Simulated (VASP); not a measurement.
# Al4Cd (P4/mmm) in VASP: notebook, part 2 of 2

VASP 6.6.1. The steps go on from the part before.

### Step 3. Relaxation of the atoms, RPBE

INCAR

```
  PREC = Accurate
  ENCUT = 520
  EDIFF = 1E-6
  ISMEAR = 1
  SIGMA = 0.2
  LREAL = F
  LASPH = T
  NELM = 100
  ALGO = Fast
  ISIF = 2
  LWAVE = F
  LCHARG = F
  GGA = RP
  IBRION = 2
  NSW = 40
  EDIFFG = -0.01
```

KPOINTS

```
Automatic mesh
0
Gamma
  5 5 5
```

POSCAR

```
Al4Cd
1.0
    5.5211519800      0.0000000000      0.0000000000
    0.0000000000      5.5211519800      0.0000000000
    0.0000000000      0.0000000000      5.6078837500
Al Cd
4 1
Direct
    0.0000000000      0.5000000000      0.1714650700
    0.5000000000      0.0000000000      0.1714650700
    0.0000000000      0.5000000000      0.8285349300
    0.5000000000      0.0000000000      0.8285349300
    0.0000000000      0.0000000000      0.0000000000
```

Potentials or basis: VASP PAW PBE potentials, release 64 (Al, Cd).

The run is started by

```sh
$ cat potpaw_PBE.64/Al/POTCAR potpaw_PBE.64/Cd/POTCAR > POTCAR
$ mpirun -np 1 vasp_std > vasp.out
```

OUTCAR:

```text
PREC = Accurate
   ENCUT = 520
   EDIFF = 1E-6
   ISMEAR = 1
   LREAL = F
   LASPH = T
   NELM = 100
   ISIF = 2
   GGA = RP
   IBRION = 2
   NSW = 40
   EDIFFG = -0.01

 ion  position               nearest neighbor table
   1  0.000  0.500  0.171-   3 1.92   5 2.92   5 2.92
   2  0.500  0.000  0.171-   4 1.92   5 2.92   5 2.92
   3  0.000  0.500  0.829-   1 1.92   5 2.92   5 2.92
   4  0.500  0.000  0.829-   2 1.92   5 2.92   5 2.92
   5  0.000  0.000  0.000-   1 2.92   2 2.92   3 2.92   4 2.92   1 2.92   3 2.92   2 2.92   4 2.92

  LATTYP: Found a simple tetragonal cell.
 ALAT       =     5.5211519800
 C/A-ratio  =     1.0157089988

  Lattice vectors:

 A1 = (   5.5211519800,   0.0000000000,   0.0000000000)
 A2 = (   0.0000000000,   5.5211519800,   0.0000000000)
 A3 = (   0.0000000000,   0.0000000000,   5.6078837500)

Analysis of symmetry for initial positions (statically):
=====================================================================
 Subroutine PRICEL returns:
 Original cell was already a primitive cell.

 Routine SETGRP: Setting up the symmetry group for a
 simple tetragonal supercell.

 Subroutine GETGRP returns: Found 16 space group operations
 (whereof 16 operations were pure point group operations)
 out of a pool of 16 trial point group operations.

The static configuration has the point symmetry D_4h.

Analysis of symmetry for dynamics (positions and initial velocities):
=====================================================================
 Subroutine PRICEL returns:
 Original cell was already a primitive cell.

 Routine SETGRP: Setting up the symmetry group for a
 simple tetragonal supercell.

 Subroutine GETGRP returns: Found 16 space group operations
 (whereof 16 operations were pure point group operations)
 out of a pool of 16 trial point group operations.

The dynamic configuration has the point symmetry D_4h.

 Subroutine INISYM returns: Found 16 space group operations
 (whereof 16 operations are pure point group operations),
 and found     1 'primitive' translations

[... 104 lines left out ...]
   NELECT =      24.0000    total number of electrons
   NUPDOWN=      -1.0000    fix difference up-down
   EMIN   =  10.00;   EMAX   =-10.00  energy-range for DOS
   EFERMI =   0.00;   METHOD = LEGACY
   ISMEAR =     1;   SIGMA  =   0.20  broadening in eV -4-tet -1-fermi 0-gaus
   EFERMI_NEDOS =   21; number of points for ismear=-14 and -15
   IALGO  =     68    algorithm
   IMIX   =      4    mixing-type and parameters
     AMIX     =   0.40;   BMIX     =  1.00
     AMIX_MAG =   1.60;   BMIX_MAG =  1.00
  volume/ion in A,a.u.               =      34.19       230.72
  Fermi-wavevector in a.u.,A,eV,Ry     =   0.850862  1.607896  9.850157  0.723966
  Thomas-Fermi vector in A             =   1.966905
   LORBIT       =      0    0 simple, 1 ext, 2 COOP (PROOUT), +10 PAW based schemes
   GGA     = RP    functional components
   LHFCALC =     F    Hartree Fock is set to
   AEXX    =    0.0000 exact exchange contribution
   IVDW    =     0    specifies the selected vdW correction
   LEPSILON=     F    determine dielectric tensor
   LRPA    =     F    only Hartree local field effects (RPA)
 conjugate gradient relaxation of ions
 non-spin polarized calculation
 RMM-DIIS sequential band-by-band and
 Methfessel and Paxton  Order N= 1 SIGMA  =   0.20
  energy-cutoff  :      520.00
  volume of cell :      170.95
 maximum number of plane-waves:      4618
 NGX is ok and might be reduce to    42
   NGX = 21   NGY = 21   NGZ = 21

--------------------------------------- Ionic step        1  -------------------------------------------

 number of electron      24.0000007 magnetization

 Free energy of the ion-electron system (eV)
  ---------------------------------------------------
  ext. energy  EPLUGINS =         0.00000000
  ---------------------------------------------------
  free energy    TOTEN  =        -4.48470165 eV

  energy without entropy =       -4.47475959  energy(sigma->0) =       -4.48138763

------------------------ aborting loop because EDIFF is reached ----------------------------------------

  FORCE on cell =-STRESS in cart. coord.  units (eV):
  Direction    XX          YY          ZZ          XY          YZ          ZX
  --------------------------------------------------------------------------------------
  -------------------------------------------------------------------------------------
  Total       -1.4497931     -1.4497931     34.3557020      0.0000000     -0.0000000      0.0000000
  in kB      -13.5880837    -13.5880837    321.9963900      0.0000000     -0.0000000      0.0000000
  external PRESSURE =      98.2734076 kB  Pullay stress =       0.0000000 kB
[... 104 lines left out ...]
--------------------------------------- Ionic step        4  -------------------------------------------

 number of electron      24.0000007 magnetization

 Free energy of the ion-electron system (eV)
  ---------------------------------------------------
  ext. energy  EPLUGINS =         0.00000000
  ---------------------------------------------------
  free energy    TOTEN  =       -10.62197558 eV

  energy without entropy =      -10.61773698  energy(sigma->0) =      -10.62056271

 E-fermi :   1.7677     XC(G=0):  -7.6488

 val. band max:        1.7494321807   @ k =   0.2000   0.2000   0.2000
 cond. band min:       1.8729073835   @ k =   0.4000   0.0000   0.2000
 fundamental gap:      0.1234752028
 Fermi energy:         1.7676511156

 k-point     1 :       0.0000    0.0000    0.0000
  band No.  band energies     occupation
      1      -6.9179      2.00000
      2      -6.7681      2.00000
      3      -6.7681      2.00000
      4      -6.7464      2.00000
      5      -6.6981      2.00000
      6      -5.5070      2.00000
[... 363 lines left out ...]
  FREE ENERGIE OF THE ION-ELECTRON SYSTEM (eV)
  ---------------------------------------------------
  free  energy   TOTEN  =       -10.6219755787 eV

  energy  without entropy=      -10.6177369845  energy(sigma->0) =      -10.62056271

 reached required accuracy - stopping structural energy minimisation
```

CONTCAR:

```text
Al4Cd
   1.00000000000000
     5.5211519800000000    0.0000000000000000    0.0000000000000000
     0.0000000000000000    5.5211519800000000    0.0000000000000000
     0.0000000000000000    0.0000000000000000    5.6078837500000001
  Al              Cd
     4     1
Direct
     1.0000000000000000    0.5000000000000000    0.2520859921290599
     0.5000000000000000    1.0000000000000000    0.2520859921290599
     1.0000000000000000    0.5000000000000000    0.7479140078709401
     0.5000000000000000    0.0000000000000000    0.7479140078709401
     1.0000000000000000    1.0000000000000000    0.0000000000000000

  0.00000000E+00  0.00000000E+00  0.00000000E+00
  0.00000000E+00  0.00000000E+00  0.00000000E+00
  0.00000000E+00  0.00000000E+00  0.00000000E+00
  0.00000000E+00  0.00000000E+00  0.00000000E+00
  0.00000000E+00  0.00000000E+00  0.00000000E+00
```

It took 2.6 min on 1 thread of Intel Xeon Platinum 8488C (Sapphire Rapids), shared host; peak memory 0.28 GiB.

Results:

| Property | Result |
| --- | --- |
| Free energy | -10.6220 eV |
| Energy gained by relaxing | 1227.5 meV/atom |
| Ionic steps | 4 |
| Pressure after relaxing | -5.2 GPa |
| Largest force after relaxing | 0.007 eV/Å |
| Band gap on the k mesh | none (metal or under the smearing width) |

Forces in eV/Å, atoms in the order of the input:
```
Al   0.000  0.000 -0.007
Al   0.000  0.000 -0.007
Al   0.000  0.000  0.007
Al   0.000  0.000  0.007
Cd   0.000  0.000  0.000
```

The path:
| step | energy change (eV) | largest force (eV/Å) | pressure (GPa) |
| --- | --- | --- | --- |
| 1 | 0.0000 | 10.6622 | 9.83 |
| 2 | -6.0693 | 0.5447 | -5.14 |
| 3 | -6.0349 | 0.6810 | -4.69 |
| 4 | -6.1373 | 0.0073 | -5.24 |

Final structure:
```xyz
5
Lattice="5.5212 0.0000 0.0000 0.0000 5.5212 0.0000 0.0000 0.0000 5.6079" Properties=species:S:1:pos:R:3 pbc="T T T"
Al    5.5212    2.7606    1.4137
Al    2.7606    5.5212    1.4137
Al    5.5212    2.7606    4.1942
Al    2.7606    0.0000    4.1942
Cd    5.5212    5.5212    0.0000
```

Caveat: the PAW data sets were made with another functional, which shifts forces and pressure a little.

### Step 4. For comparison

An earlier run on the cell as given: functional PBE; potentials or basis VASP PAW PBE potentials, release 64 (Al, Cd); cutoff 520 eV; k mesh 5 × 5 × 5; occupations fermi-dirac, width 0.05 eV; no spin polarisation.

- Pressure: 9.0 GPa
- Largest force: 10.465 eV/Å
- Band gap on the k mesh: none (metal or under the smearing width)

### Step 5. Overview

```tsv
task	level	cell	cutoff (eV)	smearing	gap on the mesh (eV)	pressure (GPa)	largest force (eV/Å)
relaxation of cell and atoms	PBE	relaxed	600	methfessel-paxton 0.2 eV	none	0.0	-
relaxation of the atoms	RPBE	atoms relaxed	520	methfessel-paxton 0.2 eV	none	-5.2	0.01
single point	PBE	as given	520	fermi-dirac 0.05 eV	none	9.0	10.47
```

Alike in all rows: potentials or basis VASP PAW PBE potentials, release 64 (Al, Cd); no spin polarisation; k mesh 5 × 5 × 5.

Caveats: the PAW data sets were made with another functional, which shifts forces and pressure a little (some runs); forces of over 1 eV/Å show positions far from the minimum, so gaps and moduli don't describe the material at rest (some runs).

Absolute energies hang on the potentials; compare differences alone.
